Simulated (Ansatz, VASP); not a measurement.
# Cross-check of CoSn between VASP and Ansatz, part 2 of 2

One calculation is typed for both programs; each brings its own data sets. How far apart do they land? The cell is taken from a series of runs on this material, whose earlier steps may have relaxed, scaled, displaced or heated it; both programs get it as it stands.

VASP 6.6.1 and Ansatz 0.2.0.

So far: Set-up; VASP: relaxation of cell and atoms, BLYP with D3(BJ).

**3. Ansatz: relaxation of cell and atoms, BLYP with D3(BJ)**

Level of this step: Ansatz beside VASP: Kohn-Sham DFT, plane waves, BLYP with D3(BJ) (Ansatz).

Ansatz runs on its default PAW (the set named soft_2) files.

The same cell, functional (in two slightly different forms), mesh and smearing now go to Ansatz, which takes its cutoff from its data sets.

input.yaml reads:

```yaml
crystal:
  lattice:
    - [5.2460399276, 0.0, 0.0]
    - [-2.6230199638, 4.5432038466, 0.0]
    - [0.0, 0.0, 4.1875903]
  atoms:
    - { symbol: Co, position: [0.0, 0.5, 0.0] }
    - { symbol: Co, position: [0.5, 0.5, 0.0] }
    - { symbol: Co, position: [0.5, 0.0, 0.0] }
    - { symbol: Sn, position: [0.66666667, 0.33333333, 0.5] }
    - { symbol: Sn, position: [0.33333333, 0.66666667, 0.5] }
    - { symbol: Sn, position: [0.0, 0.0, 0.0] }
kpoints:
  mp_grid: { grid: [9, 9, 8] }
hamiltonian:
  xc: blyp
  dispersion: d3bj
scf:
  occupations: { method: gaussian, width: 0.1 }
output:
  forces: true
  stress: true
  eigenvalues: true
relax:
  adjacent_minimum: "off"
  f_tol: 0.005
  max_steps: 60
  cell: { stress_tol: 0.03 }
```

On the command line:

```console
ansatz run input.yaml --threads 8 --pin off --max-ram 16384MiB --backend cpu --events-out ev --progress --plain --runs-dir out
```

Numbers of over 12 decimals in the logs are rounded to 6 here.

What it wrote:

```text
Engine: ansatz 0.2.0, aarch64-unknown-linux-gnu
Pseudopotentials: kind: paw
Pseudopotential: Co, paw, valence charge 17, recommended cutoff 420 eV (normal), Co.paw.azcp
Pseudopotential: Sn, paw, valence charge 14, recommended cutoff 420 eV (normal), Sn.paw.azcp
Functional definition: BLYP
  parameter beta = 0.0042
  parameter a = 0.04918
  parameter b = 0.132
  parameter c = 0.2533
  parameter d = 0.349
  exchange = b88_x(beta = beta)
  correlation = lyp_c(a = a, b = b, c = c, d = d)
Crystal: 6 atoms, lattice volume = 99.806 Å³
Basis set: ecut = 420 eV, 1939 PW (Γ), exchange–correlation on 72×72×60 points (8 copies of the dense FFT grid, shifted against one another)
Bands: 56, of which v1, the nominal top of the filled ones, is band 47 counted from 1 (46 counted from 0)
Symmetry: 24 space group operations
Space group: P6/mmm (ITA 191), of the structure as read, at distance tolerance 4.6e-5 Å
k-points: 60 of 648
Non-local potential: Co, projectors of the file, l = 0: 3, l = 1: 2, l = 2: 3, l = 3: 1
Non-local potential: Sn, projectors of the file, l = 0: 2, l = 1: 2, l = 2: 2, l = 3: 2
PAW form: soft (Blöchl's): semilocal exchange-correlation on the pseudo side does not see the compensation charge
PAW frozen core: Co, regenerated for the run's functional, and the local potential with it (the file was generated under x = pbe(κ = 0.804, μ = 0.219515), c = pbe(β = 0.066725))
PAW frozen core: Sn, regenerated for the run's functional, and the local potential with it (the file was generated under x = pbe(κ = 0.804, μ = 0.219515), c = pbe(β = 0.066725))
PAW one-centre angular grid: Co, 590 points (default); XC on 64 Gauss nodes
PAW one-centre angular grid: Sn, 590 points (default); XC on 64 Gauss nodes
Initial density: superposition of atomic densities (neutral atoms: chi_scale 0, normalization atom), corrected by the library's trained network
Initial wavefunctions: pseudopotential atomic-orbital guess
Functional: x = b88, c = lyp
SCF iter   1: F=—  HF=-33530.276476 eV  |F-HF|=—  |Δ(HF+E_count)|=         —  Δρ=4.03e-2  dr2=1.37e0  ethr=1.77e-3  ⟨swp⟩=6.8  Hψ=13050  notcnv=0  defer=19
preconditioner: auto → LDOS  [metal: Δε(μ)=0.091 eV  Ē_g=14.340 eV  σ=0.100 eV  W_gap=0.45  n_scr=26 (ndim 8)  ℏωp=30.9 eV  f_vac=0.018  D(μ)=1.57/eV (n_scr^D=8)  β→1.0]
SCF iter   2: F=—  HF=-33531.274209 eV  |F-HF|=—  |Δ(HF+E_count)|=   9.98e-1  Δρ=1.25e-1  dr2=1.17e1  ethr=1.47e-3  ⟨swp⟩=3.0  Hψ=7523  notcnv=0  defer=142  recentre
SCF iter   3: F=—  HF=-33530.156068 eV  |F-HF|=—  |Δ(HF+E_count)|=    1.12e0  Δρ=1.26e-2  dr2=1.49e-1  ethr=1.47e-3  ⟨swp⟩=3.0  Hψ=6918  notcnv=0  defer=150
SCF iter   4: F=—  HF=-33530.141777 eV  |F-HF|=—  |Δ(HF+E_count)|=   1.43e-2  Δρ=1.10e-3  dr2=6.90e-4  ethr=1.60e-4  ⟨swp⟩=2.0  Hψ=4187  notcnv=0  defer=151
SCF iter   5: F=—  HF=-33530.141714 eV  |F-HF|=—  |Δ(HF+E_count)|=   6.33e-5  Δρ=4.70e-4  dr2=1.72e-4  ethr=7.41e-7  ⟨swp⟩=2.0  Hψ=5542  notcnv=0  defer=151
SCF iter   6: F=—  HF=-33530.141747 eV  |F-HF|=—  |Δ(HF+E_count)|=   3.27e-5  Δρ=9.91e-5  dr2=6.74e-6  ethr=1.85e-7  ⟨swp⟩=2.0  Hψ=4159  notcnv=0  defer=151
SCF iter   7: F=—  HF=-33530.141746 eV  |F-HF|=—  |Δ(HF+E_count)|=   1.10e-6  Δρ=2.38e-5  dr2=5.55e-7  ethr=7.25e-9  ⟨swp⟩=2.0  Hψ=5269  notcnv=0  defer=151
SCF iter   8: F=—  HF=-33530.141746 eV  |F-HF|=—  |Δ(HF+E_count)|=   5.95e-7  Δρ=2.04e-5  dr2=2.20e-7  ethr=1.08e-10  ⟨swp⟩=10.6  Hψ=15404  notcnv=0
SCF iter   9: F=-33530.141746 eV  HF=-33530.141746 eV  |F-HF|=2.33e-10  |Δ(HF+E_count)|=   4.06e-8  Δρ=3.27e-6  dr2=8.32e-9  ethr=1.08e-10  ⟨swp⟩=4.9  Hψ=11754  notcnv=0
SCF 1 converged in 9 iterations: F = -33530.141746 eV  dr2 = 8.32e-9
  greatest PAW one-centre occupation: 1.001 electrons in one spin orbital (limit 2), on the Co atom at site 2 (counted from 0), in its partial waves of l = 1
relax step   1: F+E_penalty+E_count = -33530.14174636 eV  Δ(F+E_penalty+E_count) = +0.000e0 eV  max|allowed force component| = 9.098e-17 eV/Å  Δτ_max = 0.0000 Å  P = +0.761 GPa  Ω = 99.806 Å³  (9 SCF iters, dr2 threshold 1.00e-7 eV, accepted)
[...]
relax step   2: F+E_penalty+E_count = -33530.14316589 eV  Δ(F+E_penalty+E_count) = -1.420e-3 eV  max|allowed force component| = 1.388e-16 eV/Å  Δτ_max = 0.0000 Å  P = -0.131 GPa  Ω = 100.470 Å³  energy of the carried Pulay correction = -4.400e-4 eV  (6 SCF iters, dr2 threshold 6.00e-7 eV, accepted)
[...]
relax step   3: F+E_penalty+E_count = -33530.14327193 eV  Δ(F+E_penalty+E_count) = -1.060e-4 eV  max|allowed force component| = 1.110e-16 eV/Å  Δτ_max = 0.0000 Å  P = -0.005 GPa  Ω = 100.374 Å³  energy of the carried Pulay correction = -3.770e-4 eV  (6 SCF iters, dr2 threshold 5.43e-8 eV, accepted)
[...]
relax step   4: F+E_penalty+E_count = -33530.14364979 eV  Δ(F+E_penalty+E_count) = -3.779e-4 eV  max|allowed force component| = 9.098e-17 eV/Å  Δτ_max = 0.0000 Å  P = -0.000 GPa  Ω = 100.374 Å³  stress off target by 8.41e-3 GPa  SCF on the basis re-selected at this cell (its energy is not comparable with the rows above)  (6 SCF iters)
basis re-selected at this cell: Δ(F+E_penalty+E_count) = -3.779e-4 eV, ΔP = +0.004 GPa vs the last step (what re-selecting the basis moved, of the pressure what is left beyond the Pulay correction that the steps carried, after the strain that the cell walked since its last selection, with what the two solves' SCF thresholds leave and, on support functions, any second-order correction that the steps lacked; it is no m [...]
SCF converged after 6 iterations
Free energy (F): -33530.143650 eV
Harris-Foulkes:  -33530.143650 eV  (|F-HF|=1.46e-11)
Internal energy: -33530.133141 eV  (E = F + TS)
E sigma→0 (E₀):  -33530.138396 eV
Entropy (-TS):   -0.010509 eV (-1.751 meV/atom)
Fermi energy:    15.517641 eV
--- Per-component energies (eV) ---
  E_band       = -910.391449
  E_kinetic    = 1940.812679
  E_local      = -13329.376068  (includes V_loc(G=0)·N_el)
  E_nonlocal   = 1278.580094
  E_hartree    = 6323.828357
  E_xc         = -1613.743447
  E_vxc        = -892.968234  (∫ρ·V_xc dr)
  E_paw        = -17061.372728  (= ΣΔE_a)
  E_vpaw       = -2555.096988  (= ΣTr[D̂ρ^β])
  E_aug_tail   = 0.000198  (compensation charges beyond the density's cutoff)
  E_ewald      = -11062.446148
  E_disp       = -6.058518  (pairwise vdW)
  E_core_change = -0.357560  (= ΣΔE_core)
  E_smearing   = -0.010509  (= −TS)
  E_closure    = -0.000000  (closes the sum)
  Σ components = -33530.143650   (vs F -33530.143650, Δ=0.00e0)
--- Forces (eV/Å), atoms counted from 1 ---
  atom   1  Co     0.00000000     0.00000000     0.00000000
  atom   2  Co     0.00000000     0.00000000     0.00000000
  atom   3  Co     0.00000000     0.00000000     0.00000000
  atom   4  Sn    -0.00000000    -0.00000000     0.00000000
  atom   5  Sn     0.00000000     0.00000000    -0.00000000
  atom   6  Sn     0.00000000     0.00000000     0.00000000
  max |Σ_I F_I| component: 1.39e-17 eV/Å
--- Stress (GPa, compression-positive) ---
        0.003749       0.000000      -0.000000
        0.000000       0.003749       0.000000
       -0.000000       0.000000      -0.008407
  P = ⅓ Tr σ = -0.0003 GPa (-0.003 kbar)
--- Band table (eV; the first three rows and the last of 60) ---
  k-point 0: bands = [... 43 lower, 15.0628, 15.0952, 15.0952, 16.0667, 16.1095, 16.9421, 16.9421, 18.6496, ... 5 higher]
  k-point 1: bands = [... 43 lower, 15.0643, 15.0811, 15.0811, 16.0668, 16.1102, 16.7370, 16.7370, 18.5202, ... 5 higher]
  k-point 2: bands = [... 43 lower, 15.0487, 15.0666, 15.0666, 15.9570, 16.0671, 16.1153, 16.1153, 17.6683, ... 5 higher]
  k-point 59: bands = [... 43 lower, 14.7882, 14.8901, 14.8901, 15.0421, 15.3690, 16.8150, 18.9511, 18.9511, ... 5 higher]
--- Relaxed structure (3 steps of the walk, 3 accepted, 1 SCFs on fresh bases) ---
  F+E_penalty+E_count = -33530.14364979 eV   max|allowed force component| = 9.098e-17 eV/Å   (the final SCF, on the basis selected at the relaxed cell)
  cell:  # Å, volume = 100.3744 Å³
    - [5.262345, 0, 0]
    - [-2.631172, 4.557324, 2.1669503596955945e-19]
    - [0, 1.9973350554509238e-19, 4.185370]
  atoms:
    - { symbol: Co, position: [0, 0.5, 0.0] }
    - { symbol: Co, position: [0.5, 0.5, 0] }
    - { symbol: Co, position: [0.5, 0, 0] }
    - { symbol: Sn, position: [0.666667, 0.333333, 0.5] }
    - { symbol: Sn, position: [0.333333, 0.666667, 0.5] }
    - { symbol: Sn, position: [0, 0, 0] }
```

Reading the cycles: dr2 is the Hartree energy of the density residual (eV), the measure of convergence; HF is the Harris–Foulkes estimate of the energy, which meets the free energy F at convergence.

**4. Comparison**

Known differences besides the potentials themselves: the data sets hold 93 valence electrons in Ansatz (on its default PAW (the set named soft_2) files) and 69 in VASP; the cutoff is 420 eV in Ansatz and 600 eV in VASP; Ansatz makes its cores anew for this functional, VASP keeps those of its PBE data sets; VASP's log shows a relativistic correction to its local exchange, Ansatz's none; Ansatz adds a Pulay correction to the stress that steers its cell, VASP none. Total energies have different zeros and are not compared.

The two programs side by side:

```csv
quantity,Ansatz,VASP,difference
volume (Å³),100.37,100.53,-0.16 %
"edge a after relaxation, in the typed setting (Å)",5.262,5.266,-0.06 %
"edge c after relaxation, in the typed setting (Å)",4.185,4.187,-0.04 %
```

**5. Results**

```json
{
 "difference in volume (relaxation of cell and atoms, BLYP with D3(BJ))": "-0.16 %"
}
```

In words: The difference in volume is -0.16 % (relaxation of cell and atoms, BLYP with D3(BJ)), within the 1.2 % picked in this series as the mark of a large difference, as far as the stopping tolerances let one tell. The data sets hold unlike numbers of valence electrons (93 in Ansatz and 69 in VASP), so part of the differences comes from the potentials. How closely two codes agree says nothing of how well the functional describes the real material.

[Lines on the potential files, build, host, timing and source positions are cut from VASP's logs without a mark.]

[Logs are printed without paths, hosts, clocks, repeated set-up lines and the standing remarks that a program may print on its own settings, such as how far it seeks lower states.]

[Hosts, paths, dates, database ids (printed as entryN), source tags and the programs' standing remarks are cut or masked in the printed files.]
